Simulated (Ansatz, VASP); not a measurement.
# TaSeS (2H-TaSSe bilayer, 2H (AA')): VASP beside Ansatz, part 2 of 2

Wanted: the spread between two codes on one cell, functional and k mesh. Of the first pair: The structure shown is the start of the Ansatz relaxation below; VASP solves that cell, so the two are compared at the walk's first step.

VASP 6.6.1 and Ansatz 0.2.0.

So far: The structure; Ansatz: relaxation, LDA.

## (3) VASP: single point, LDA, start cell, pair 1

Level of this step: LDA, zero-moment start; plane waves and PAW (Se, Ta_pv, S) (VASP).

The same cell, functional (in two slightly different forms), mesh and smearing now go to VASP, with its own data sets.

Lines of VASP's logs that name or quote its potential files are left out, and so is its time.

The input, INCAR:

```
SYSTEM = TaSeS
PREC = Accurate
ENCUT = 400
EDIFF = 1E-06
NELM = 200
ISMEAR = -1
SIGMA = 0.05
LREAL = .FALSE.
ALGO = Normal
GGA = CA
NBANDS = 32
ISPIN = 2
MAGMOM = 0 0 0 0 0 0
LASPH = .TRUE.
LMAXMIX = 4
LORBIT = 11
LWAVE = .FALSE.
LCHARG = .FALSE.
ISIF = 2
LDIPOL = .TRUE.
IDIPOL = 3
DIPOL = 0.5 0.5 0.501
LVHAR = .TRUE.
GGA_COMPAT = .FALSE.
NELMDL = -8
KPAR = 2
```

The input, POSCAR:

```
TaSeS
1.0
    3.4050000000      0.0000000000      0.0000000000
   -1.7025000000      2.9488160000      0.0000000000
    0.0000000000      0.0000000000     51.5990770000
Se Ta S
2 2 2
Direct
    0.3333334464      0.6666668927      0.4002009571
    0.0000000000      0.0000000000      0.5295547825
    0.0000000000      0.0000000000      0.4374685423
    0.3333334464      0.6666668927      0.5668223678
    0.3333334464      0.6666668927      0.4704451981
    0.0000000000      0.0000000000      0.5997990429
```

The input, KPOINTS:

```
Automatic mesh
0
Gamma
12 12 1
0 0 0
```

The projector-augmented-wave data sets are Se, Ta_pv and S (LDA family, release 64).

Started as:

```sh
$ mpirun -np 2 vasp_std
```

Numbers of over 12 decimals in the logs are rounded to 6 here.

The program printed:

```text
[banner, memory and clock lines left out]
running    2 mpi-ranks, on    1 nodes
 distrk:  each k-point on    1 cores,    2 groups
 distr:  one band on    1 cores,    1 groups

 POSCAR found type information on POSCAR SeTaS
 POSCAR found :  3 types and       6 ions
 LDA part: xc-table for (Slater(with rela. corr.)+CA(PZ))
 , standard interpolation
|                                                                             |
|           W    W    AA    RRRRR   N    N  II  N    N   GGGG   !!!           |
|           W    W   A  A   R    R  NN   N  II  NN   N  G    G  !!!           |
|           W    W  A    A  R    R  N N  N  II  N N  N  G       !!!           |
|           W WW W  AAAAAA  RRRRR   N  N N  II  N  N N  G  GGG   !            |
|           WW  WW  A    A  R   R   N   NN  II  N   NN  G    G                |
|           W    W  A    A  R    R  N    N  II  N    N   GGGG   !!!           |
|                                                                             |
|     One of the lattice vectors is very long (>50 A), but AMIN is rather     |
|     large. This can spoil convergence since charge sloshing might occur     |
|     along the long lattice vector. If problems with convergence are         |
|     observed, try to decrease AMIN to a smaller value (e.g. 0.01).          |
|     Note: This warning only applies if the self-consistency cycle is        |
|     used.                                                                   |
|                                                                             |

 POSCAR, INCAR and KPOINTS ok, starting setup
 FFT: planning ... GRIDC
 FFT: planning ... GRID_SOFT
 FFT: planning ... GRID
 WAVECAR not read
 entering main loop
       N       E                     dE             d eps       ncg     rms          rms(c)
DAV:   1     0.277171697339E+03    0.27717E+03   -0.17597E+04  3032   0.871E+02
DAV:   2    -0.138032949600E+02   -0.29097E+03   -0.28150E+03  3440   0.201E+02
DAV:   3    -0.496793295496E+02   -0.35876E+02   -0.35423E+02  3104   0.676E+01
DAV:   4    -0.508234606516E+02   -0.11441E+01   -0.11354E+01  3264   0.138E+01
DAV:   5    -0.508504114166E+02   -0.26951E-01   -0.26858E-01  3328   0.205E+00
DAV:   6    -0.508513210219E+02   -0.90961E-03   -0.90851E-03  3248   0.382E-01
DAV:   7    -0.508513648895E+02   -0.43868E-04   -0.43851E-04  3424   0.773E-02
DAV:   8    -0.508513667517E+02   -0.18622E-05   -0.18621E-05  3056   0.147E-02    0.191E+01
DAV:   9    -0.481550406738E+02    0.26963E+01   -0.10122E+01  2816   0.172E+01    0.101E+01
DAV:  10    -0.480523949696E+02    0.10265E+00   -0.59090E+00  2792   0.102E+01    0.497E+00
DAV:  11    -0.571833647444E+02   -0.91310E+01   -0.77092E+01  3680   0.198E+01    0.136E+01
DAV:  12    -0.474693039861E+02    0.97141E+01   -0.49005E+01  3360   0.138E+01    0.163E+00
DAV:  13    -0.475323502770E+02   -0.63046E-01   -0.17639E+00  2960   0.414E+00    0.150E+00
DAV:  14    -0.475016381682E+02    0.30712E-01   -0.93552E-01  2944   0.199E+00    0.844E-01
[...]
DAV:  27    -0.474892460897E+02   -0.26442E-04   -0.25430E-06  2208   0.543E-03    0.217E-03
DAV:  28    -0.474892688005E+02   -0.22711E-04   -0.98918E-07  1872   0.292E-03    0.184E-03
DAV:  29    -0.474892819152E+02   -0.13115E-04   -0.27153E-07  1808   0.184E-03    0.952E-04
DAV:  30    -0.474892895700E+02   -0.76548E-05   -0.29606E-07  1360   0.146E-03    0.812E-04
DAV:  31    -0.474892992079E+02   -0.96379E-05   -0.22894E-07  1712   0.117E-03    0.634E-04
DAV:  32    -0.474893011736E+02   -0.19657E-05   -0.10790E-07  1648   0.799E-04    0.504E-04
DAV:  33    -0.474893028667E+02   -0.16931E-05   -0.37625E-08  1312   0.674E-04    0.757E-04
DAV:  34    -0.474893036563E+02   -0.78956E-06   -0.14100E-08  1216   0.382E-04
   1 F= -.47489304E+02 E0= -.47461078E+02  d E =-.564513E-01  mag=    -0.0000
```

From OUTCAR (step 3):

```text
ion  position               nearest neighbor table
   1  0.333  0.667  0.400-   3 2.75   3 2.75   3 2.75
   2  0.000  0.000  0.530-   4 2.75   4 2.75   4 2.75
   3  0.000  0.000  0.437-   5 2.60   5 2.60   5 2.60   1 2.75   1 2.75   1 2.75
   4  0.333  0.667  0.567-   6 2.60   6 2.60   6 2.60   2 2.75   2 2.75   2 2.75
   5  0.333  0.667  0.470-   3 2.60   3 2.60   3 2.60
   6  0.000  0.000  0.600-   4 2.60   4 2.60   4 2.60

  LATTYP: Found a hexagonal cell.
 ALAT       =     3.4050000000
 C/A-ratio  =    15.1539139501

 Subroutine GETGRP returns: Found  6 space group operations
 (whereof  6 operations were pure point group operations)

The static configuration has the point symmetry C_3v.

 Found     19 irreducible k-points:

   k-points           NKPTS =     19   k-points in BZ     NKDIM =     19   number of bands    NBANDS=     32

   dimension x,y,z NGX =    24 NGY =   24 NGZ =  350
   dimension x,y,z NGXF=    48 NGYF=   48 NGZF=  700

   ENCUT  =  400.0 eV  29.40 Ry    5.42 a.u.   5.55  5.55 84.15*2*pi/ulx,y,z

   NELECT =      46.0000    total number of electrons

 k-points in reciprocal lattice and weights: Automatic mesh
   0.00000000  0.00000000  0.00000000       0.007
   0.08333333 -0.00000000  0.00000000       0.042
   0.16666667 -0.00000000  0.00000000       0.042
   0.25000000 -0.00000000  0.00000000       0.042
   0.33333333 -0.00000000  0.00000000       0.042
   0.41666667 -0.00000000  0.00000000       0.042
   0.50000000 -0.00000000  0.00000000       0.021
   0.08333333  0.08333333  0.00000000       0.042
   0.16666667  0.08333333  0.00000000       0.083
[...]
0.33333333  0.25000000  0.00000000       0.083
   0.33333333  0.33333333  0.00000000       0.014

 dipolmoment           0.000000      0.000000      0.021268 electrons x Angstroem

 average (electrostatic) potential at core
       1 -67.2052       2 -67.2387       3 -47.0087       4 -47.0160       5 -94.9751
       6 -94.9117

 E-fermi :  -3.3740

 spin component 1
 k-point     1 :       0.0000    0.0000    0.0000
  band No.  band energies     occupation
    ...
     18      -4.8210      1.00000
     19      -3.6564      0.99648
     20      -3.6564      0.99648
     21      -3.6175      0.99238
     22      -3.6175      0.99238
     23      -3.2144      0.03944
     24      -2.7426      0.00000
     25      -0.6719      0.00000
     26      -0.6719      0.00000
     27      -0.5727      0.00000
    ...

 k-point     2 :       0.0833   -0.0000    0.0000
  band No.  band energies     occupation
    ...
     18      -4.8327      1.00000
     19      -3.8888      0.99997
     20      -3.8463      0.99992
     21      -3.7712      0.99964
     22      -3.7327      0.99923
     23      -3.2108      0.03679
     24      -2.8519      0.00003
     25      -0.9108      0.00000
     26      -0.8199      0.00000
     27      -0.7323      0.00000
    ...

 k-point     3 :       0.1667   -0.0000    0.0000
  band No.  band energies     occupation
    ...
     18      -4.8588      1.00000
     19      -4.4519      1.00000
     20      -4.3502      1.00000
     21      -3.9568      0.99999
     22      -3.9336      0.99999
     23      -3.2910      0.15975
     24      -3.1751      0.01838
     25      -1.3567      0.00000
     26      -1.0565      0.00000
     27      -0.8363      0.00000
    ...

 k-point     4 :       0.2500   -0.0000    0.0000
  band No.  band energies     occupation
    ...
     20      -4.7290      1.00000
     21      -3.9952      1.00000
     22      -3.9605      0.99999
     23      -3.6034      0.98994
     24      -3.5361      0.96237
     25      -1.4020      0.00000
     26      -1.0284      0.00000
     27      -0.8236      0.00000
     28      -0.7175      0.00000
     29      -0.2924      0.00000
    ...

 k-point     5 :       0.3333   -0.0000    0.0000
  band No.  band energies     occupation
    ...
     20      -4.9645      1.00000
     21      -3.9556      0.99999
     22      -3.8831      0.99996
     23      -3.8716      0.99995
     24      -3.7599      0.99956
     25      -1.0425      0.00000
     26      -0.7592      0.00000
     27      -0.5986      0.00000
     28      -0.5277      0.00000
     29      -0.0217      0.00000
    ...

 k-point     6 :       0.4167   -0.0000    0.0000
  band No.  band energies     occupation
    ...
     20      -5.1102      1.00000
     21      -3.9366      0.99999
     22      -3.8955      0.99997
     23      -3.8189      0.99986
     24      -3.7532      0.99949
     25      -0.5296      0.00000
     26      -0.3604      0.00000
     27      -0.2601      0.00000
     28      -0.2269      0.00000
     29       0.1638      0.00000
    ...

  Total       -9.6204837     -9.6204804    -21.7742125     -0.0000000     -0.0000000      0.0000000
  in kB      -29.7509450    -29.7509349    -67.3358453     -0.0000000     -0.0000000      0.0000000
  external PRESSURE =     -42.2792417 kB  Pullay stress =       0.0000000 kB

  energy-cutoff  :      400.00
  volume of cell :      518.09
      direct lattice vectors                 reciprocal lattice vectors
     3.405000000  0.000000000  0.000000000     0.293685756  0.169559579  0.000000000
    -1.702500000  2.948816000  0.000000000     0.000000000  0.339119158  0.000000000
     0.000000000  0.000000000 51.599077000     0.000000000  0.000000000  0.019380192

 POSITION                                       TOTAL-FORCE (eV/Angst)
 -----------------------------------------------------------------------------------
      0.00000      1.96588     20.65000        -0.000000      0.000000      2.933007
      0.00000      0.00000     27.32454        -0.000000      0.000000      2.818075
      0.00000      0.00000     22.57297        -0.000000      0.000000      0.037240
      0.00000      1.96588     29.24751        -0.000000     -0.000000      0.060210
      0.00000      1.96588     24.27454         0.000000      0.000000     -2.861795
      0.00000      0.00000     30.94908        -0.000000      0.000000     -2.986737
 -----------------------------------------------------------------------------------
    total drift:                               -0.000000     -0.000816      0.000075

  FREE ENERGIE OF THE ION-ELECTRON SYSTEM (eV)
  ---------------------------------------------------
  free  energy   TOTEN  =       -47.4893036563 eV

  energy  without entropy=      -47.4328523854  energy(sigma->0) =      -47.46107802

 vacuum level on the upper side and lower side of the slab         2.618         2.234

 total charge
# of ion       s       p       d       tot
------------------------------------------
    1        1.483   2.270   0.037   3.790
    2        1.485   2.258   0.039   3.782
    3        0.271   6.139   2.192   8.602
    4        0.272   6.140   2.188   8.601
    5        1.355   2.284   0.000   3.639
    6        1.356   2.285   0.000   3.641
--------------------------------------------------
tot          6.223  21.376   4.457  32.056

 magnetization (x)
# of ion       s       p       d       tot
------------------------------------------
    1        0.000  -0.000  -0.000  -0.000
    2        0.000  -0.000  -0.000  -0.000
    3       -0.000  -0.000  -0.000  -0.000
    4       -0.000  -0.000  -0.000  -0.000
    5        0.000  -0.000   0.000  -0.000
    6        0.000  -0.000   0.000  -0.000
--------------------------------------------------
tot         -0.000  -0.000  -0.000  -0.000

[... 5 further parts left out ...]
```

## (4) Side by side

Known differences besides the potentials themselves: the two LDA forms differ slightly; Ansatz cuts the interaction across the vacuum, VASP repeats the sheet with a dipole correction; the data sets hold 70 valence electrons in Ansatz (on its default PAW (the set named soft_2) files) and 46 in VASP; the cutoff is 420 eV in Ansatz and 400 eV in VASP; VASP's log shows a relativistic correction to its local exchange, Ansatz's none. Total energies have different zeros and are not compared.

Forces (eV/Å; atoms numbered as in POSCAR):

```csv
atom,"Ansatz x, y, z","VASP x, y, z"
Se1,"0.000, 0.000, 2.976","0.000, 0.000, 2.933"
Se2,"0.000, 0.000, 2.859","0.000, 0.000, 2.818"
Ta3,"0.000, 0.000, 0.020","0.000, 0.000, 0.037"
Ta4,"0.000, 0.000, 0.044","0.000, 0.000, 0.060"
S5,"0.000, 0.000, -2.887","0.000, 0.000, -2.862"
S6,"0.000, 0.000, -3.014","0.000, 0.000, -2.987"
```

The forces differ by 17 meV/Å r.m.s., which is 1.3 % of the r.m.s. force of 1.367 eV/Å (both taken over all components). Moments aren't recorded for both runs of this pair, so they may hold unlike magnetic states. With vacuum in the cell, a pressure given here is an average over mostly empty space and none of the material.

## (5) Ansatz: relaxation, LDA

This run makes the geometry at which the two programs are then compared.

The structure compared here is the end of the Ansatz relaxation.

The input, input.yaml:

```yaml
crystal:
  lattice:
    - [3.405, 0.0, 0.0]
    - [-1.7025, 2.9488164999, 0.0]
    - [0.0, 0.0, 51.5990768281]
  atoms:
    - { symbol: Se, position: [0.3333333333, 0.6666666667, 0.4002009584] }
    - { symbol: Ta, position: [0.0, 0.0, 0.4374685429], spin: 1.0 }
    - { symbol: S, position: [0.3333333333, 0.6666666667, 0.4704452077] }
    - { symbol: Se, position: [0.0, 0.0, 0.5295547923] }
    - { symbol: Ta, position: [0.3333333333, 0.6666666667, 0.5668223769], spin: 1.0 }
    - { symbol: S, position: [0.0, 0.0, 0.5997990416] }
  periodic: [true, true, false]
magnetization:
  spin_polarized: true
kpoints:
  mp_grid: { grid: [12, 12, 1] }
hamiltonian:
  xc: lda
scf:
  occupations: { method: fermi_dirac, width: 0.05 }
  convergence: { dr2_threshold: 1.0e-09 }
relax:
  f_tol: 0.004
  max_steps: 90
  cell: {}
output:
  write_potential: true
  write_density: true
  volumetric_format: npy
```

Started as:

```sh
$ ansatz run input.yaml --threads 4 --pin off --max-ram 6144MiB --backend cpu --events-out ev --progress --plain --runs-dir out
```

The program printed:

```text
[...]
Crystal: 6 atoms, lattice volume = 518.092 Å³
Basis set: ecut = 420 eV, 10133 PW (Γ)
Bands: 44, of which v1, the nominal top of the filled ones, is band 35 counted from 1 (34 counted from 0)
Symmetry: 6 space group operations
[...]
k-points: 19 of 144 (time reversal used)
[...]
- [-1.666089, 2.885751, 0]
    - [0, 0, 51.5990768281]
  atoms:
    - { symbol: Se, position: [0.333333, 0.666667, 0.409306] }
    - { symbol: Ta, position: [9.680893708107779e-18, -2.7755575615628944e-17, 0.442452] }
    - { symbol: S, position: [0.333333, 0.666667, 0.471453] }
[...]
- { symbol: Ta, position: [0.333333, 0.666667, 0.561718] }
    - { symbol: S, position: [-1.760262861379447e-17, -2.7755575615628867e-17, 0.590738] }
[key lines of the parts left out:]
SCF converged after 5 iterations
Magnetization: 0.0000 μB (35.0000 up, 35.0000 down)
Free energy (F): -31876.553640 eV
Fermi energy:    -5.858868 eV
P = ½ c Tr σ = 0.0063 N/m
```

## (6) VASP: single point, LDA, relaxed cell, pair 2

The same cell, functional (in two slightly different forms), mesh and smearing now go to VASP, with its own data sets.

INCAR is that of step 3.

The input, POSCAR:

```
TaSeS
1.0
    3.3321781651      0.0000000000      0.0000000000
   -1.6660890826      2.8857509409      0.0000000000
    0.0000000000      0.0000000000     51.5990768281
Se Ta S
2 2 2
Direct
    0.3333333333      0.6666666667      0.4093062093
    0.0000000000      0.0000000000      0.5286238286
    0.0000000000      0.0000000000      0.4424517741
    0.3333333333      0.6666666667      0.5617184199
    0.3333333333      0.6666666667      0.4714525833
    0.0000000000      0.0000000000      0.5907381046
```

KPOINTS is that of step 3.

Started as:

```sh
$ mpirun -np 2 vasp_std
```

The program printed:

```text
[banner, memory and clock lines left out]
running    2 mpi-ranks, on    1 nodes
[...]
LDA part: xc-table for (Slater(with rela. corr.)+CA(PZ))
 , standard interpolation
 [... a notice as in an earlier step ...]

 POSCAR, INCAR and KPOINTS ok, starting setup
[...]
entering main loop
       N       E                     dE             d eps       ncg     rms          rms(c)
DAV:   1     0.298355260847E+03    0.29836E+03   -0.17843E+04  3040   0.877E+02
DAV:   2    -0.140332171925E+02   -0.31239E+03   -0.30234E+03  3464   0.208E+02
DAV:   3    -0.505907075677E+02   -0.36557E+02   -0.36214E+02  3192   0.704E+01
DAV:   4    -0.516013283680E+02   -0.10106E+01   -0.10034E+01  3232   0.132E+01
[...]
DAV:  35    -0.490672383167E+02   -0.50048E-05   -0.28058E-07  1808   0.210E-03    0.216E-03
DAV:  36    -0.490672396200E+02   -0.13033E-05   -0.18027E-07  1440   0.137E-03    0.939E-04
DAV:  37    -0.490672402782E+02   -0.65821E-06   -0.26861E-08  1456   0.658E-04
   1 F= -.49067240E+02 E0= -.49046890E+02  d E =-.407007E-01  mag=    -0.0000
```

OUTCAR, selected parts (step 6):

```text
  Total        0.3047692      0.3047692      0.3812687     -0.0000000      0.0000000      0.0000000
  in kB        0.9841304      0.9841304      1.2311550     -0.0000000      0.0000000      0.0000000
  external PRESSURE =       1.0664719 kB  Pullay stress =       0.0000000 kB

 POSITION                                       TOTAL-FORCE (eV/Angst)
 -----------------------------------------------------------------------------------
     -0.00000      1.92383     21.11982        -0.000000      0.000000     -0.081722
      0.00000      0.00000     27.27650         0.000000      0.000000     -0.078167
      0.00000      0.00000     22.83010         0.000000     -0.000000      0.033682
     -0.00000      1.92383     28.98415        -0.000000     -0.000000      0.032976
     -0.00000      1.92383     24.32652         0.000000      0.000000      0.045713
      0.00000      0.00000     30.48154        -0.000000      0.000000      0.047518
 -----------------------------------------------------------------------------------
    total drift:                                0.000000     -0.000000      0.000065

  FREE ENERGIE OF THE ION-ELECTRON SYSTEM (eV)
  ---------------------------------------------------
  free  energy   TOTEN  =       -49.0672402782 eV

  energy  without entropy=      -49.0265396100  energy(sigma->0) =      -49.04688994

 magnetization (x)
# of ion       s       p       d       tot
------------------------------------------
    1        0.000  -0.000  -0.000  -0.000
    2        0.000  -0.000  -0.000  -0.000
    3       -0.000  -0.000  -0.000  -0.000
    4       -0.000  -0.000  -0.000  -0.000
    5        0.000  -0.000   0.000  -0.000
    6        0.000  -0.000   0.000  -0.000
--------------------------------------------------
tot          0.000  -0.000  -0.000  -0.000

[... 1 part as in an earlier step ...]

[... 2 further parts left out ...]
[key lines of the parts left out:]
E-fermi :  -3.3452
```

## (7) Side by side

What differs besides the data sets and the points named for the pairs above, as far as they apply: the data sets hold 70 valence electrons in Ansatz (on its default PAW (the set named soft_2) files) and 46 in VASP. Total energies have different zeros and are not compared.

Forces (eV/Å; atoms numbered as in POSCAR):

```csv
atom,"Ansatz x, y, z","VASP x, y, z"
Se1,"0.000, 0.000, 0.000","0.000, 0.000, -0.082"
Se2,"0.000, 0.000, -0.001","0.000, 0.000, -0.078"
Ta3,"0.000, 0.000, 0.000","0.000, 0.000, 0.034"
Ta4,"0.000, 0.000, 0.003","0.000, 0.000, 0.033"
S5,"0.000, 0.000, -0.001","0.000, 0.000, 0.046"
S6,"0.000, 0.000, -0.001","0.000, 0.000, 0.048"
```

The forces differ by 33 meV/Å r.m.s., where the r.m.s. force is 0.001 eV/Å in Ansatz and 0.033 eV/Å in VASP: the atoms lie near their places of rest in Ansatz, so a percentage would say little (all taken over all components). With vacuum in the cell, a pressure given here is an average over mostly empty space and none of the material.

## (8) What the set-up changes

Further runs change the set-up of one program: Ansatz's method, potentials or start, or VASP's data sets, cutoff or form of LDA. The table gives that difference for each run.

```csv
run,r.m.s. force difference (meV/Å)
as above,33
"VASP with the data sets Se_sv_GW, Ta and S and a cutoff of 620 eV",17
```

## (9) Outcome

```
r.m.s. force difference (single point, LDA, start cell, pair 1)   : 1.3 % of the r.m.s. force
r.m.s. force difference (single point, LDA, relaxed cell, pair 2) : 33 meV/Å
```

**Reading.** The r.m.s. force difference is 33 meV/Å (single point, LDA, relaxed cell, pair 2), beyond the 12 meV/Å picked in this series as the mark of a large difference. The data sets hold unlike numbers of valence electrons (70 in Ansatz and 46 in VASP), so part of the differences comes from the potentials. Single point, LDA, relaxed cell, pair 2, VASP with the data sets Se_sv_GW, Ta and S and a cutoff of 620 eV: r.m.s. force difference goes from 33 to 17 meV/Å. Such differences can come from data sets, numerical settings and the points named under the comparisons, not from the functional's error against experiment.

[Lines on the potential files, build, host, timing and source positions are cut from VASP's logs without a mark.]

[Logs are printed without paths, hosts, clocks, repeated set-up lines and the standing remarks that a program may print on its own settings, such as how far it seeks lower states.]

[Hosts, paths, dates, database ids (printed as entryN), source tags and the programs' standing remarks are cut or masked in the printed files.]
